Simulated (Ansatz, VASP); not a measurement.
# LiH9C10SO12F6 (Li+ triflate in fluoroethylene carbonate at 350 K) in two plane-wave programs

Wanted: the spread between two codes on one cell, functional and k mesh. The structure shown is the start of the Ansatz relaxation below; VASP solves that cell, so the two are compared at the walk's first step.

Program: Ansatz 0.2.0. Level of theory: plane waves, with VASP 6.6.1 beside it; single point at PBEsol. Results are calculated unless marked as measured.

### 1. The starting structure

The cell holds 78 atoms: 12 F, 20 C, 24 O, 18 H, 2 S and 2 Li. Its edges and angles: a = 10.025 Å, b = 10.025 Å, c = 10.025 Å, α = 90.0°, β = 90.0°, γ = 90.0°. As first built, before any earlier steps moved the atoms (in the runner's words): 6 fluoroethylene carbonate, 2 Li+, 2 triflate placed at random, at 1.56 g/cm^3; overlaps pushed apart, then 10 ps at 550 K with Joung-Cheatham ions (J. Phys. Chem. B 112, 9020 (2008)); MMFF94 bonds, angles, torsions, charges and radii (Halgren, J. Comput. Chem. 17, 490 (1996)) in harmonic and 12-6 forms; charges of ions scaled by 0.8. Snapshot after 30 ps at 350 K and fixed volume.

### 2. Ansatz: relaxation, PBEsol

Ansatz runs on its default PAW (the set named soft_2) files.

The two programs are compared at the cell with which this relaxation starts, whose forces are those of its first step.

Contents of input.yaml:

```yaml
crystal:
  lattice:
    - [10.02494, 0.0, 0.0]
    - [0.0, 10.02494, 0.0]
    - [0.0, 0.0, 10.02494]
  atoms:
    - { symbol: F, position: [0.64022, 0.49938, 0.26822] }
    - { symbol: C, position: [0.51698, 0.44389, 0.28923] }
    - { symbol: C, position: [0.41429, 0.49237, 0.19296] }
    - { symbol: O, position: [0.44772, 0.42304, 0.0798] }
    - { symbol: C, position: [0.52213, 0.3193, 0.11711] }
    - { symbol: O, position: [0.55359, 0.2339, 0.03488] }
    - { symbol: O, position: [0.53353, 0.31196, 0.2512] }
    - { symbol: H, position: [0.48508, 0.45225, 0.39196] }
    - { symbol: H, position: [0.31461, 0.4525, 0.21549] }
    - { symbol: H, position: [0.41468, 0.60611, 0.18649] }
    - { symbol: F, position: [0.10249, 0.92996, 0.69508] }
    - { symbol: C, position: [0.20706, 0.84604, 0.66187] }
    - { symbol: C, position: [0.2477, 0.8812, 0.52298] }
    - { symbol: O, position: [0.30288, 0.00879, 0.54209] }
    - { symbol: C, position: [0.34995, 0.00711, 0.67238] }
    - { symbol: O, position: [0.43775, 0.08539, 0.70676] }
    - { symbol: O, position: [0.3116, 0.8937, 0.73415] }
    - { symbol: H, position: [0.18931, 0.74044, 0.6885] }
    - { symbol: H, position: [0.3337, 0.82192, 0.48103] }
    - { symbol: H, position: [0.16665, 0.89357, 0.45534] }
    - { symbol: F, position: [0.53029, 0.01089, 0.33996] }
    - { symbol: C, position: [0.58075, 0.92864, 0.24679] }
    - { symbol: C, position: [0.70614, 0.98978, 0.20254] }
    - { symbol: O, position: [0.80245, 0.92292, 0.2874] }
    - { symbol: C, position: [0.73636, 0.82574, 0.35516] }
    - { symbol: O, position: [0.8006, 0.73972, 0.41906] }
    - { symbol: O, position: [0.60648, 0.81639, 0.32005] }
    - { symbol: H, position: [0.49664, 0.91138, 0.18413] }
    - { symbol: H, position: [0.72921, 0.96122, 0.10552] }
    - { symbol: H, position: [0.71382, 0.10078, 0.21907] }
    - { symbol: F, position: [0.48812, 0.62019, 0.77855] }
    - { symbol: C, position: [0.61572, 0.63474, 0.82939] }
    - { symbol: C, position: [0.70282, 0.70151, 0.72769] }
    - { symbol: O, position: [0.66537, 0.83118, 0.73022] }
    - { symbol: C, position: [0.61634, 0.84564, 0.8602] }
    - { symbol: O, position: [0.5874, 0.95267, 0.90264] }
    - { symbol: O, position: [0.59272, 0.72705, 0.92576] }
    - { symbol: H, position: [0.65894, 0.54626, 0.87732] }
    - { symbol: H, position: [0.80972, 0.70047, 0.74974] }
    - { symbol: H, position: [0.68869, 0.65517, 0.63148] }
    - { symbol: F, position: [0.90063, 0.154, 0.01] }
    - { symbol: C, position: [0.98461, 0.26014, 0.98377] }
    - { symbol: C, position: [0.05163, 0.30382, 0.10555] }
    - { symbol: O, position: [0.16728, 0.21736, 0.11037] }
    - { symbol: C, position: [0.1909, 0.18319, 0.98555] }
    - { symbol: O, position: [0.2976, 0.14045, 0.94762] }
    - { symbol: O, position: [0.09326, 0.21808, 0.90611] }
    - { symbol: H, position: [0.92821, 0.33881, 0.93784] }
    - { symbol: H, position: [0.07896, 0.4132, 0.10413] }
    - { symbol: H, position: [0.98406, 0.27442, 0.17935] }
    - { symbol: F, position: [0.66185, 0.22066, 0.74816] }
    - { symbol: C, position: [0.77914, 0.21286, 0.68532] }
    - { symbol: C, position: [0.76108, 0.14762, 0.55423] }
    - { symbol: O, position: [0.73522, 0.24886, 0.46936] }
    - { symbol: C, position: [0.77983, 0.36382, 0.52471] }
    - { symbol: O, position: [0.79394, 0.4725, 0.46843] }
    - { symbol: O, position: [0.81394, 0.34414, 0.65085] }
    - { symbol: H, position: [0.85057, 0.1745, 0.75864] }
    - { symbol: H, position: [0.86335, 0.11943, 0.52698] }
    - { symbol: H, position: [0.69085, 0.06735, 0.54584] }
    - { symbol: O, position: [0.9718, 0.55795, 0.9544] }
    - { symbol: S, position: [0.94063, 0.65625, 0.05313] }
    - { symbol: O, position: [0.92756, 0.60332, 0.19079] }
    - { symbol: O, position: [0.84041, 0.75234, 0.01088] }
    - { symbol: C, position: [0.09782, 0.76, 0.06717] }
    - { symbol: F, position: [0.19028, 0.70486, 0.15732] }
    - { symbol: F, position: [0.07141, 0.88787, 0.10968] }
    - { symbol: F, position: [0.16779, 0.75852, 0.95168] }
    - { symbol: O, position: [0.26029, 0.57904, 0.4713] }
    - { symbol: S, position: [0.12899, 0.51744, 0.50002] }
    - { symbol: O, position: [0.06097, 0.4533, 0.39327] }
    - { symbol: O, position: [0.03697, 0.61046, 0.55953] }
    - { symbol: C, position: [0.16968, 0.3868, 0.61879] }
    - { symbol: F, position: [0.3033, 0.37089, 0.63386] }
    - { symbol: F, position: [0.11266, 0.26412, 0.5901] }
    - { symbol: F, position: [0.11966, 0.41466, 0.73878] }
    - { symbol: Li, position: [0.51225, 0.13342, 0.87473] }
    - { symbol: Li, position: [0.90846, 0.59174, 0.37947] }
kpoints:
  mp_grid: { grid: [1, 1, 1] }
hamiltonian:
  xc: pbesol
scf:
  occupations: { method: gaussian, width: 0.025 }
output:
  forces: true
relax:
  f_tol: 0.03
  max_steps: 200
  cell: {}
```

Started as:

```sh
$ ansatz run input.yaml --threads 4 --pin off --max-ram 8192MiB --backend cpu --events-out ev --progress --plain --runs-dir out
```

Numbers of over 12 decimals in the logs are rounded to 6 here.

Output:

```text
Engine: ansatz 0.2.0, aarch64-unknown-linux-gnu
Pseudopotentials: kind: paw
Pseudopotential: F, paw, valence charge 7, recommended cutoff 420 eV (normal), F.paw.azcp
Pseudopotential: C, paw, valence charge 4, recommended cutoff 420 eV (normal), C.paw.azcp
Pseudopotential: O, paw, valence charge 6, recommended cutoff 420 eV (normal), O.paw.azcp
Pseudopotential: H, paw, valence charge 1, recommended cutoff 420 eV (normal), H.paw.azcp
Pseudopotential: S, paw, valence charge 6, recommended cutoff 420 eV (normal), S.paw.azcp
Pseudopotential: Li, paw, valence charge 3, recommended cutoff 420 eV (normal), Li.paw.azcp
Functional definition: PBEsol
  exchange = pbesol_x
  correlation = pbesol_c
Crystal: 78 atoms, lattice volume = 1007.501 Å³
Basis set: ecut = 420 eV, 19597 PW (Γ), exchange–correlation on 144×144×144 points (8 copies of the dense FFT grid, shifted against one another)
Bands: 250, of which v1, the nominal top of the filled ones, is band 172 counted from 1 (171 counted from 0)
Symmetry: 1 space group operations
Space group: P1 (ITA 1), of the structure as read, at distance tolerance 1.0e-4 Å
k-points: 1
Non-local potential: F, projectors of the file, l = 0: 2, l = 1: 2, l = 2: 1
Non-local potential: C, projectors of the file, l = 0: 2, l = 1: 2, l = 2: 1
Non-local potential: O, projectors of the file, l = 0: 2, l = 1: 2, l = 2: 1
Non-local potential: H, projectors of the file, l = 0: 2, l = 1: 1
Non-local potential: S, projectors of the file, l = 0: 2, l = 1: 2, l = 2: 2
Non-local potential: Li, projectors of the file, l = 0: 3, l = 1: 2, l = 2: 1
PAW form: soft (Blöchl's): semilocal exchange-correlation on the pseudo side does not see the compensation charge
PAW frozen core: F, regenerated for the run's functional, and the local potential with it (the file was generated under x = pbe(κ = 0.804, μ = 0.219515), c = pbe(β = 0.066725))
PAW frozen core: C, regenerated for the run's functional, and the local potential with it (the file was generated under x = pbe(κ = 0.804, μ = 0.219515), c = pbe(β = 0.066725))
PAW frozen core: O, regenerated for the run's functional, and the local potential with it (the file was generated under x = pbe(κ = 0.804, μ = 0.219515), c = pbe(β = 0.066725))
PAW frozen core: S, regenerated for the run's functional, and the local potential with it (the file was generated under x = pbe(κ = 0.804, μ = 0.219515), c = pbe(β = 0.066725))
PAW one-centre angular grid: F, 110 points (default); XC on 64 Gauss nodes
PAW one-centre angular grid: C, 110 points (default); XC on 64 Gauss nodes
PAW one-centre angular grid: O, 110 points (default); XC on 64 Gauss nodes
PAW one-centre angular grid: H, 110 points (default); XC on 64 Gauss nodes
PAW one-centre angular grid: S, 110 points (default); XC on 64 Gauss nodes
PAW one-centre angular grid: Li, 110 points (default); XC on 64 Gauss nodes
Initial density: superposition of atomic densities (neutral atoms: chi_scale 0, normalization atom), corrected by the library's trained network
Initial wavefunctions: pseudopotential atomic-orbital guess
Functional: x = pbesol(κ = 0.804, μ = 0.123457), c = pbesol(β = 0.046)
SCF iter   1: F=—  HF=-30438.343291 eV  |F-HF|=—  |Δ(HF+E_count)|=         —  Δρ=8.52e-3  dr2=5.35e-1  ethr=1.77e-3  ⟨swp⟩=6.0  Hψ=1060  notcnv=0  defer=63
preconditioner: auto → Resta (q_TF=auto, 2.281 Å⁻¹)  ε∞=2.5  [insulator: Δε(μ)=4.269 eV  Ē_g=17.408 eV  σ=0.025 eV  W_gap=1.00  n_scr=202 (ndim 8)  ℏωp=21.4 eV  f_vac=0.324  D(μ)=0.00/eV (n_scr^D=0)  ε∞_Penn≈2.5]
SCF iter   2: F=—  HF=-30438.213609 eV  |F-HF|=—  |Δ(HF+E_count)|=   1.30e-1  Δρ=3.24e-3  dr2=9.02e-2  ethr=1.56e-4  ⟨swp⟩=2.0  Hψ=415  notcnv=0  defer=73
SCF iter   3: F=—  HF=-30438.206027 eV  |F-HF|=—  |Δ(HF+E_count)|=   7.58e-3  Δρ=1.48e-3  dr2=2.33e-2  ethr=2.62e-5  ⟨swp⟩=2.0  Hψ=326  notcnv=0  defer=73
SCF iter   4: F=—  HF=-30438.203877 eV  |F-HF|=—  |Δ(HF+E_count)|=   2.15e-3  Δρ=4.48e-4  dr2=2.96e-3  ethr=6.76e-6  ⟨swp⟩=2.0  Hψ=307  notcnv=0  defer=73
SCF iter   5: F=—  HF=-30438.203923 eV  |F-HF|=—  |Δ(HF+E_count)|=   4.57e-5  Δρ=3.39e-4  dr2=1.12e-3  ethr=8.61e-7  ⟨swp⟩=2.0  Hψ=330  notcnv=0  defer=73
SCF iter   6: F=—  HF=-30438.203797 eV  |F-HF|=—  |Δ(HF+E_count)|=   1.26e-4  Δρ=9.63e-5  dr2=1.10e-4  ethr=3.26e-7  ⟨swp⟩=2.0  Hψ=321  notcnv=0  defer=73
SCF iter   7: F=—  HF=-30438.203809 eV  |F-HF|=—  |Δ(HF+E_count)|=   1.24e-5  Δρ=4.07e-5  dr2=1.47e-5  ethr=3.19e-8  ⟨swp⟩=3.0  Hψ=443  notcnv=0  defer=71
SCF iter   8: F=—  HF=-30438.205060 eV  |F-HF|=—  |Δ(HF+E_count)|=   1.25e-3  Δρ=1.73e-5  dr2=2.70e-6  ethr=4.28e-9  ⟨swp⟩=2.0  Hψ=351  notcnv=0  defer=71
SCF iter   9: F=—  HF=-30438.205060 eV  |F-HF|=—  |Δ(HF+E_count)|=   7.18e-7  Δρ=5.06e-6  dr2=2.74e-7  ethr=7.84e-10  ⟨swp⟩=2.0  Hψ=341  notcnv=0  defer=71
[...]
atom  46  O     -0.00808843    -0.00025775     0.00472463
  atom  47  O     -0.00226992     0.00213864    -0.00097440
  atom  48  H      0.00034886    -0.00152938     0.00007056
  atom  49  H     -0.00099318    -0.00186284    -0.00065324
  atom  50  H      0.00057121     0.00113792    -0.00036703
  atom  51  F      0.00428713    -0.00287400    -0.00337116
  atom  52  C     -0.00072754    -0.00045980     0.00274046
  atom  53  C      0.00059316     0.00072795     0.00064045
  atom  54  O      0.00318645     0.00303819     0.00375663
[...]
atom  62  S      0.01104610    -0.00741840     0.00008305
  atom  63  O     -0.00542548     0.00581877     0.00030206
  atom  64  O     -0.00346821    -0.00144654    -0.00084601
  atom  65  C     -0.00461975     0.00512379     0.00222504
  atom  66  F      0.00082868    -0.00117007    -0.00027947
  atom  67  F     -0.00001635    -0.00338952    -0.00189742
  atom  68  F      0.00067878    -0.00366545     0.00145049
  atom  69  O      0.00071038    -0.00583746    -0.00088068
  atom  70  S      0.01022261     0.01879929     0.00920593
  atom  71  O     -0.00637909    -0.00752242    -0.00630915
  atom  72  O     -0.00160991    -0.00321222     0.00095790
  atom  73  C      0.00564683    -0.00100231    -0.00425984
  atom  74  F     -0.00458814     0.00278630     0.00057070
  atom  75  F     -0.00104133    -0.00319468     0.00025652
  atom  76  F     -0.00106950     0.00196641     0.00286562
  atom  77  Li     0.00198006     0.00354689    -0.00097238
  atom  78  Li     0.00017223    -0.00184584    -0.00140403
  max |Σ_I F_I| component: 9.16e-6 eV/Å
--- Stress (GPa, compression-positive) ---
        0.029863       0.016193       0.018130
        0.016192      -0.035509      -0.012785
        0.018129      -0.012787      -0.016539
  P = ⅓ Tr σ = -0.0074 GPa (-0.074 kbar)
--- Relaxed structure (39 steps of the walk, 39 accepted, 4 SCFs on fresh bases) ---
  F+E_penalty+E_count = -30443.59236455 eV   max|allowed force component| = 1.880e-2 eV/Å   (the final SCF, on the basis selected at the relaxed cell)
  cell:  # Å, volume = 1050.2616 Å³
    - [10.380729, 0.093659, 0.112891]
    - [0.093659, 10.024913, -0.135488]
    - [0.112891, -0.135488, 10.096211]
  atoms:
    - { symbol: F, position: [0.642874, 0.513177, 0.152304] }
    - { symbol: C, position: [0.540516, 0.445901, 0.202975] }
    - { symbol: C, position: [0.421610, 0.464348, 0.120131] }
    - { symbol: O, position: [0.421300, 0.344587, 0.037437] }
    - { symbol: C, position: [0.505432, 0.257015, 0.083425] }
    - { symbol: O, position: [0.523081, 0.144226, 0.039680] }
    - { symbol: O, position: [0.569536, 0.307185, 0.188007] }
    - { symbol: H, position: [0.528586, 0.472522, 0.308952] }
    - { symbol: H, position: [0.332774, 0.468922, 0.181909] }
    - { symbol: H, position: [0.429314, 0.550844, 0.056200] }
    - { symbol: F, position: [0.024608, 0.991439, 0.599520] }
    - { symbol: C, position: [0.133131, 0.910335, 0.583647] }
    - { symbol: C, position: [0.220340, 0.956216, 0.472155] }
    - { symbol: O, position: [0.313157, 0.036746, 0.540173] }
    - { symbol: C, position: [0.306477, 0.011181, 0.668254] }
    - { symbol: O, position: [0.380365, 0.054142, 0.749673] }
    - { symbol: O, position: [0.208464, 0.929093, 0.697614] }
    - { symbol: H, position: [0.102854, 0.805773, 0.575483] }
    - { symbol: H, position: [0.270942, 0.870732, 0.422095] }
    - { symbol: H, position: [0.169889, 1.017976, 0.400790] }
    - { symbol: F, position: [0.499888, -0.037570, 0.339672] }
    - { symbol: C, position: [0.590855, 0.904303, 0.254467] }
    - { symbol: C, position: [0.704179, 0.995711, 0.235224] }
    - { symbol: O, position: [0.796426, 0.946650, 0.327458] }
    - { symbol: C, position: [0.762019, 0.824847, 0.362714] }
    - { symbol: O, position: [0.826427, 0.752482, 0.430159] }
    - { symbol: O, position: [0.644814, 0.793246, 0.318020] }
    - { symbol: H, position: [0.542793, 0.870326, 0.164074] }
    - { symbol: H, position: [0.746667, 0.985724, 0.134745] }
    - { symbol: H, position: [0.678863, 0.100046, 0.261314] }
    - { symbol: F, position: [0.638613, 0.579507, 0.671077] }
    - { symbol: C, position: [0.694249, 0.625298, 0.785217] }
    - { symbol: C, position: [0.764670, 0.754164, 0.762799] }
    - { symbol: O, position: [0.672123, 0.855656, 0.807423] }
    - { symbol: C, position: [0.579876, 0.797834, 0.878302] }
    - { symbol: O, position: [0.493472, 0.856993, 0.938929] }
    - { symbol: O, position: [0.593384, 0.664147, 0.875878] }
    - { symbol: H, position: [0.752039, 0.544998, 0.827798] }
    - { symbol: H, position: [0.850077, 0.761168, 0.824896] }
    - { symbol: H, position: [0.788650, 0.767520, 0.657456] }
    - { symbol: F, position: [0.891687, 0.183909, 0.000715164] }
    - { symbol: C, position: [0.992414, 0.261135, 1.045116] }
    - { symbol: C, position: [0.010478, 0.244554, 0.192038] }
    - { symbol: O, position: [0.107875, 0.140321, 0.196095] }
    - { symbol: C, position: [0.165494, 0.128060, 1.077086] }
    - { symbol: O, position: [0.258947, 0.057792, 1.051850] }
    - { symbol: O, position: [0.107345, 0.205884, 0.987592] }
    - { symbol: H, position: [0.976970, 0.363782, 1.011427] }
    - { symbol: H, position: [0.047992, 0.334985, 0.240963] }
    - { symbol: H, position: [0.922521, 0.211267, 0.242475] }
    - { symbol: F, position: [0.669202, 0.307983, 0.801701] }
    - { symbol: C, position: [0.757084, 0.240051, 0.720583] }
    - { symbol: C, position: [0.690268, 0.163773, 0.610506] }
    - { symbol: O, position: [0.702902, 0.249134, 0.499103] }
    - { symbol: C, position: [0.788357, 0.343640, 0.526804] }
    - { symbol: O, position: [0.824688, 0.424668, 0.449113] }
    - { symbol: O, position: [0.830675, 0.334728, 0.652320] }
    - { symbol: H, position: [0.821011, 0.181786, 0.783407] }
    - { symbol: H, position: [0.739478, 0.067906, 0.585580] }
    - { symbol: H, position: [0.587580, 0.149166, 0.633880] }
    - { symbol: O, position: [0.925109, 0.559432, 0.963218] }
    - { symbol: S, position: [0.926447, 0.645887, 0.081670] }
    - { symbol: O, position: [0.941042, 0.573011, 0.204550] }
    - { symbol: O, position: [0.830005, 0.753490, 0.087200] }
    - { symbol: C, position: [0.080604, 0.735333, 0.065284] }
    - { symbol: F, position: [0.180639, 0.649458, 0.053115] }
    - { symbol: F, position: [0.097887, 0.815022, 0.171857] }
    - { symbol: F, position: [0.079194, 0.810934, 0.957701] }
    - { symbol: O, position: [0.308491, 0.637278, 0.411402] }
    - { symbol: S, position: [0.209976, 0.540274, 0.440306] }
    - { symbol: O, position: [0.203109, 0.427656, 0.346300] }
    - { symbol: O, position: [0.083524, 0.599799, 0.479733] }
    - { symbol: C, position: [0.263420, 0.462907, 0.595468] }
    - { symbol: F, position: [0.379389, 0.403711, 0.575521] }
    - { symbol: F, position: [0.180170, 0.370664, 0.634708] }
    - { symbol: F, position: [0.272451, 0.555453, 0.692671] }
    - { symbol: Li, position: [0.407838, 0.030700, 0.937026] }
    - { symbol: Li, position: [0.920741, 0.582408, 0.393766] }
```

[end of part 1 of 2]

[Lines on the potential files, build, host, timing and source positions are cut from VASP's logs without a mark.]

[Logs are printed without paths, hosts, clocks, repeated set-up lines and the standing remarks that a program may print on its own settings, such as how far it seeks lower states.]

[Hosts, paths, dates, database ids (printed as entryN), source tags and the programs' standing remarks are cut or masked in the printed files.]

[The MMFF94 radii named for the starting cell were scaled by 0.96; in molecules described by MMFF94, hydrogen bound to N, O or S took a small fixed 12-6 site in their place.]
